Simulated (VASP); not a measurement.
# Be12H3N in VASP: further runs

The runs below take Be12H3N through single point, with PBEsol.

All numbers are computed with VASP 6.6.1; they aren't measurements. Logs are shortened: lines on timing, memory, paths and dates and some standing lists are left out, and cuts for length are marked.

## Step 1: The slab as given

The cell holds a slab with vacuum, 16 atoms: a = 4.580 Å, b = 4.580 Å, c = 14.588 Å, α = 90.00°, β = 90.00°, γ = 60.00°.

The cell was built by a generator and needn't be a form met in nature.

## Step 2: Single point, PBEsol

INCAR

```
ALGO     = Fast           # electronic algorithm
EDIFF    = 1E-7           # SCF threshold, eV
ENCUT    = 520            # plane-wave cutoff, eV
GGA      = PS             # functional
ISIF     = 2              # what is computed and relaxed
ISMEAR   = -1             # smearing method
LASPH    = True           # aspherical terms in the spheres
LCHARG   = True           # write CHGCAR
LELF     = True           # ELF
LREAL    = Auto         
LVHAR    = True         
LWAVE    = False          # write WAVECAR
NBANDS   = 30             # bands
NELM     = 60             # most SCF steps
PREC     = Accurate       # precision mode
SIGMA    = 0.05           # smearing width, eV
```

KPOINTS

```
k-points
0
Gamma
  6 6 1
```

POSCAR

```
Be12H3N
1.0
    4.5800000000      0.0000000000      0.0000000000
    2.2900000000      3.9663960000      0.0000000000
    0.0000000000      0.0000000000     14.5884300000
Be N H
12 1 3
Direct
    0.0000000000      0.0000000000      0.0685474722
    0.5000000000      0.0000000000      0.0685474722
    0.0000000000      0.5000000000      0.0685474722
    0.5000000000      0.5000000000      0.0685474722
   -0.1692722046      0.3338658066      0.1957950239
    0.3307457954      0.3331293698      0.1916860827
   -0.1703841039      0.8324577274      0.1939605564
    0.3300820295      0.8329307008      0.1898625143
   -0.0028351442     -0.0056519823      0.3122806224
    0.4889075962      0.0042542399      0.3112947726
   -0.0087840653      0.4999886547      0.3408722529
    0.4850909287      0.5021155225      0.3116146837
    0.9224212536      0.5032029076      0.4644455229
    0.6915716269      0.7105916807      0.4786504785
    0.9091124860      0.2916060323      0.4807433699
    1.1047287069      0.5105443329      0.5037738811
```

Potentials or basis: VASP PAW PBE potentials, release 64 (Be, N, H).

On the command line:

```console
> cat potpaw_PBE.64/Be/POTCAR potpaw_PBE.64/N/POTCAR potpaw_PBE.64/H/POTCAR > POTCAR
> mpirun -np 1 vasp_std > vasp.out
```

OUTCAR:

```text
EDIFF = 1E-7
   ENCUT = 520
   GGA = PS
   ISIF = 2
   ISMEAR = -1
   LASPH = True
   LREAL = Auto
   NELM = 60
   PREC = Accurate

 ion  position               nearest neighbor table
   1  0.000  0.000  0.069-   8 2.20   7 2.27   5 2.28   3 2.29   3 2.29   4 2.29   4 2.29   2 2.29
                             2 2.29
   2  0.500  0.000  0.069-   8 2.22   6 2.23   7 2.25   4 2.29   3 2.29   4 2.29   3 2.29   1 2.29
                             1 2.29
   3  0.000  0.500  0.069-   6 2.22   7 2.26   5 2.28   1 2.29   1 2.29   2 2.29   2 2.29   4 2.29
                             4 2.29
   4  0.500  0.500  0.069-   8 2.21   6 2.24   5 2.27   2 2.29   1 2.29   2 2.29   1 2.29   3 2.29
                             3 2.29
   5  0.831  0.334  0.196-   9 2.17  12 2.18   4 2.27   1 2.28   7 2.28   3 2.28   6 2.29   8 2.29
                             8 2.29   6 2.29   7 2.30
   6  0.331  0.333  0.192-  12 2.17  10 2.18   3 2.22   2 2.23   4 2.24   8 2.29   5 2.29   7 2.29
                             7 2.29   5 2.29   8 2.29
   7  0.830  0.832  0.194-   9 2.16  10 2.18   2 2.25   3 2.26   1 2.27   5 2.28   8 2.29   6 2.29
                             6 2.29   8 2.29   5 2.30
   8  0.330  0.833  0.190-   1 2.20  10 2.20   4 2.21  12 2.21   2 2.22   9 2.22   7 2.29   6 2.29
                             5 2.29   5 2.29   6 2.29   7 2.29
   9  0.997  0.994  0.312-   7 2.16   5 2.17   8 2.22  12 2.24  10 2.28  10 2.31  11 2.32  12 2.34
                            11 2.34
  10  0.489  0.004  0.311-   6 2.18   7 2.18   8 2.20  12 2.27   9 2.28   9 2.31  12 2.31  11 2.32
                            11 2.35
  11  0.991  0.500  0.341-  13 1.83  12 2.31  10 2.32   9 2.32   9 2.34  10 2.35  12 2.35
  12  0.485  0.502  0.312-   6 2.17   5 2.18   8 2.21   9 2.24  10 2.27  11 2.31  10 2.31   9 2.34
                            11 2.35
  13  0.922  0.503  0.464-  16 1.03  15 1.03  14 1.03  11 1.83
  14  0.692  0.711  0.479-  13 1.03
  15  0.909  0.292  0.481-  13 1.03
  16  0.105  0.511  0.504-  13 1.03

  LATTYP: Found a hexagonal cell.
 ALAT       =     4.5799996975
 C/A-ratio  =     3.1852469353

  Lattice vectors:

 A1 = (  -2.2900000000,  -3.9663960000,   0.0000000000)
 A2 = (   4.5800000000,   0.0000000000,   0.0000000000)
 A3 = (   0.0000000000,   0.0000000000,  14.5884300000)

Analysis of symmetry for initial positions (statically):
=====================================================================
 Subroutine PRICEL returns:
 Original cell was already a primitive cell.

 Routine SETGRP: Setting up the symmetry group for a
 hexagonal supercell.

 Subroutine GETGRP returns: Found  1 space group operations
 (whereof  1 operations were pure point group operations)
 out of a pool of 24 trial point group operations.

The static configuration has the point symmetry C_1 .

Analysis of symmetry for dynamics (positions and initial velocities):
=====================================================================
 Subroutine PRICEL returns:
 Original cell was already a primitive cell.

 Routine SETGRP: Setting up the symmetry group for a
 hexagonal supercell.

 Subroutine GETGRP returns: Found  1 space group operations
 (whereof  1 operations were pure point group operations)
 out of a pool of 24 trial point group operations.

The dynamic configuration has the point symmetry C_1 .

 Subroutine INISYM returns: Found  1 space group operations
 (whereof  1 operations are pure point group operations),
 and found     1 'primitive' translations

----------------------------------------------------------------------------------------

                                     Primitive cell

  volume of cell :     265.0148

  direct lattice vectors                    reciprocal lattice vectors
     4.580000000  0.000000000  0.000000000     0.218340611 -0.126059022  0.000000000
     2.290000000  3.966396000  0.000000000     0.000000000  0.252118044  0.000000000
     0.000000000  0.000000000 14.588430000     0.000000000  0.000000000  0.068547472

  length of vectors
     4.580000000  4.579999697 14.588430000     0.252118027  0.252118044  0.068547472

  position of ions in fractional coordinates (direct lattice)
     0.000000000  0.000000000  0.068547472
     0.500000000  0.000000000  0.068547472
     1.000000000  0.500000000  0.068547472
     0.500000000  0.500000000  0.068547472
     0.830727795  0.333865807  0.195795024
     0.330745795  0.333129370  0.191686083
[... 8 lines left out ...]
     0.909112486  0.291606032  0.480743370
     0.104728707  0.510544333  0.503773881

  ion indices of the primitive-cell ions
   primitive index   ion index
                 1           1
                 2           2
                 3           3
                 4           4
                 5           5
                 6           6
[... 8 lines left out ...]
                15          15
                16          16

----------------------------------------------------------------------------------------

 KPOINTS: k-points

Automatic generation of k-mesh.
 Grid dimensions read from file:
 generate k-points for:    6    6    1

 Generating k-lattice:

  Cartesian coordinates                     Fractional coordinates (reciprocal lattice)
     0.036390102 -0.021009837  0.000000000     0.166666667 -0.000000000  0.000000000
     0.000000000  0.042019674  0.000000000     0.000000000  0.166666667  0.000000000
     0.000000000  0.000000000  0.068547472     0.000000000  0.000000000  1.000000000

  Length of vectors
     0.042019671  0.042019674  0.068547472

  Shift w.r.t. Gamma in fractional coordinates (k-lattice)
     0.000000000  0.000000000  0.000000000

 Subroutine IBZKPT returns following result:
 ===========================================

 Found     20 irreducible k-points:

 Following reciprocal coordinates:
            Coordinates               Weight
  0.000000  0.000000  0.000000      1.000000
  0.166667 -0.000000  0.000000      2.000000
  0.166667  0.166667  0.000000      2.000000
  0.000000  0.166667  0.000000      2.000000
  0.333333  0.000000  0.000000      2.000000
  0.333333  0.333333  0.000000      2.000000
[... 12 lines left out ...]
  0.500000 -0.333333  0.000000      2.000000
 -0.333333  0.333333  0.000000      2.000000
   k-points           NKPTS =     20   k-points in BZ     NKDIM =     20   number of bands    NBANDS=     30
   number of dos      NEDOS =    301   number of ions     NIONS =     16
   total plane-waves  NPLWV = 139968
   dimension x,y,z NGX =    36 NGY =   36 NGZ =  108
   dimension x,y,z NGXF=    72 NGYF=   72 NGZF=  216
   ions per type =              12   1   3
   NGX,Y,Z   is equivalent  to a cutoff of  13.07, 13.07, 12.31 a.u.
   NGXF,Y,Z  is equivalent  to a cutoff of  26.13, 26.13, 24.61 a.u.
 SYSTEM =  unknown system
   PREC   = accura    normal or accurate (medium, high low for compatibility)
   ISTART =      0    job   : 0-new  1-cont  2-samecut
   ICHARG =      2    charge: 1-file 2-atom 10-const
   ISPIN  =      1    spin polarized calculation?
   LNONCOLLINEAR =      F non collinear calculations
   LSORBIT =      F    spin-orbit coupling
   LASPH  =      T    aspherical Exc in radial PAW
   ENCUT  =  520.0 eV  38.22 Ry    6.18 a.u.   8.52  8.52 27.12*2*pi/ulx,y,z
   NELM   =     60;   NELMIN=  2; NELMDL= -5     # of ELM steps
   EDIFF  = 0.1E-06   stopping-criterion for ELM
   LREAL  =      T    real-space projection
   EDIFFG = 0.1E-05   stopping-criterion for IOM
   NSW    =      0    number of steps for IOM
   IBRION =     -1    ionic relax: 0-MD 1-quasi-New 2-CG
   NFREE  =      0    steps in history (QN), initial steepest desc. (CG)
   ISIF   =      2    stress and relaxation
   ISYM   =      2    0-nonsym 1-usesym 2-fastsym
   POTIM  = 0.5000    time-step for ionic-motion
   TEBEG  =    0.0;   TEEND  =   0.0 temperature during run
   PSTRESS=    0.0 pullay stress
   NELECT =      32.0000    total number of electrons
   NUPDOWN=      -1.0000    fix difference up-down
   EMIN   =  10.00;   EMAX   =-10.00  energy-range for DOS
   EFERMI =   0.00;   METHOD = LEGACY
   ISMEAR =    -1;   SIGMA  =   0.05  broadening in eV -4-tet -1-fermi 0-gaus
   EFERMI_NEDOS =   21; number of points for ismear=-14 and -15
   IALGO  =     68    algorithm
   IMIX   =      4    mixing-type and parameters
     AMIX     =   0.40;   BMIX     =  1.00
     AMIX_MAG =   1.60;   BMIX_MAG =  1.00
  volume/ion in A,a.u.               =      16.56       111.78
  Fermi-wavevector in a.u.,A,eV,Ry     =   0.809161  1.529092  8.908293  0.654741
  Thomas-Fermi vector in A             =   1.918100
   LORBIT       =      0    0 simple, 1 ext, 2 COOP (PROOUT), +10 PAW based schemes
   GGA     = PS    functional components
   LHFCALC =     F    Hartree Fock is set to
   AEXX    =    0.0000 exact exchange contribution
   IVDW    =     0    specifies the selected vdW correction
   LEPSILON=     F    determine dielectric tensor
   LRPA    =     F    only Hartree local field effects (RPA)
 non-spin polarized calculation
 RMM-DIIS sequential band-by-band and
  energy-cutoff  :      520.00
  volume of cell :      265.01
 maximum number of plane-waves:      7165
 NGX is ok and might be reduce to    36
   NGX = 17   NGY = 17   NGZ = 55

 number of electron      32.0000000 magnetization

 Free energy of the ion-electron system (eV)
  ---------------------------------------------------
  ext. energy  EPLUGINS =         0.00000000
  ---------------------------------------------------
  free energy    TOTEN  =       -63.57352557 eV

  energy without entropy =      -63.53696385  energy(sigma->0) =      -63.55524471

 E-fermi :   0.6007     XC(G=0):  -6.0496

 val. band max:        0.5946849734   @ k =   0.3333   0.5000   0.0000
 cond. band min:       0.6024307960   @ k =  -0.1667   0.5000   0.0000
 fundamental gap:      0.0077458226
 Fermi energy:         0.6007406096

 k-point     1 :       0.0000    0.0000    0.0000
  band No.  band energies     occupation
      1     -18.6906      2.00000
      2      -9.0098      2.00000
      3      -8.8052      2.00000
      4      -8.6656      2.00000
      5      -6.9220      2.00000
      6      -5.4671      2.00000
[... 20 lines left out ...]
     27       5.3286      0.00000
[... 566 lines left out ...]
      5      -6.6284      2.00000
      6      -6.5872      2.00000
[... 20 lines left out ...]
     27       6.5820      0.00000
     28       7.5874      0.00000
 [bands above 28 left out]

------------------------ aborting loop because EDIFF is reached ----------------------------------------

  FORCE on cell =-STRESS in cart. coord.  units (eV):
  Direction    XX          YY          ZZ          XY          YZ          ZX
  --------------------------------------------------------------------------------------
  -------------------------------------------------------------------------------------
  Total       -7.3512622     -7.0807983     -0.2503982      0.2195076      0.0201822      0.8862071
  in kB      -44.4429001    -42.8077794     -1.5138110      1.3270585      0.1220136      5.3576667
  external PRESSURE =     -29.5881635 kB  Pullay stress =       0.0000000 kB

 VOLUME and BASIS-vectors are now :
 -----------------------------------------------------------------------------
  energy-cutoff  :      520.00
  volume of cell :      265.01
      direct lattice vectors                 reciprocal lattice vectors
     4.580000000  0.000000000  0.000000000     0.218340611 -0.126059022  0.000000000
     2.290000000  3.966396000  0.000000000     0.000000000  0.252118044  0.000000000
     0.000000000  0.000000000 14.588430000     0.000000000  0.000000000  0.068547472

 POSITION                                       TOTAL-FORCE (eV/Angst)
 -----------------------------------------------------------------------------------
      0.00000      0.00000      1.00000        -0.093979      0.076695     -0.055128
      2.29000      0.00000      1.00000         0.008422     -0.032809     -0.087760
      1.14500      1.98320      1.00000        -0.120118      0.006870      0.212438
      3.43500      1.98320      1.00000         0.057638     -0.053857     -0.067317
      4.56929      1.32424      2.85634         0.004811      0.002289     -0.000244
      2.27768      1.32132      2.79640        -0.007120     -0.001304      0.010984
[... 8 lines left out ...]
      4.83151      1.15663      7.01329         0.037506     -0.013494     -0.004467
      1.64880      2.02502      7.34927         0.048382      0.007347     -0.001405
 -----------------------------------------------------------------------------------
    total drift:                               -0.000327      0.000600     -0.000436

  FREE ENERGIE OF THE ION-ELECTRON SYSTEM (eV)
  ---------------------------------------------------
  free  energy   TOTEN  =       -63.5735255668 eV

  energy  without entropy=      -63.5369638489  energy(sigma->0) =      -63.55524471
```

Wall time 3.4 min (1 thread of Intel Xeon 6975P-C (Granite Rapids), shared host); peak memory 0.4 GiB.

Results:

```yaml
Free_energy: -63.5735 eV
Largest_force: 0.244 eV/Å
Band_gap_on_the_k_mesh: none (metal or under the smearing width)
```

Forces in eV/Å, atoms in the order of the input:
```
Be  -0.094  0.077 -0.055
Be   0.008 -0.033 -0.088
Be  -0.120  0.007  0.212
Be   0.058 -0.054 -0.067
Be   0.005  0.002  0.000
Be  -0.007 -0.001  0.011
Be   0.006 -0.006 -0.001
Be  -0.002  0.002 -0.012
Be  -0.002  0.000  0.003
Be   0.002  0.017  0.005
Be   0.000  0.001  0.001
Be   0.003 -0.009 -0.004
N    0.028 -0.010 -0.002
H    0.029  0.015  0.002
H    0.038 -0.013 -0.004
H    0.048  0.007 -0.001
```

Levels at points of the mesh, in eV from the Fermi level:
```csv
k point,band 13,band 14,band 15,band 16,band 17,band 18,band 19,band 20
"(0.00, 0.00, 0.00)",-1.84,-1.77,-1.72,-1.70,-1.56,1.27,2.69,2.76
"(0.50, 0.00, 0.00)",-2.05,-1.61,0.15,0.24,0.44,1.25,3.08,3.24
"(0.50, 0.50, 0.00)",-2.06,-1.61,0.14,0.23,0.45,1.25,3.06,3.24
"(0.00, 0.50, 0.00)",-2.05,-1.61,0.17,0.26,0.43,1.25,3.15,3.28
```

Caveat: the PAW data sets were made with another functional, which shifts forces and pressure a little.

(Part 1 of 2 ends here.)
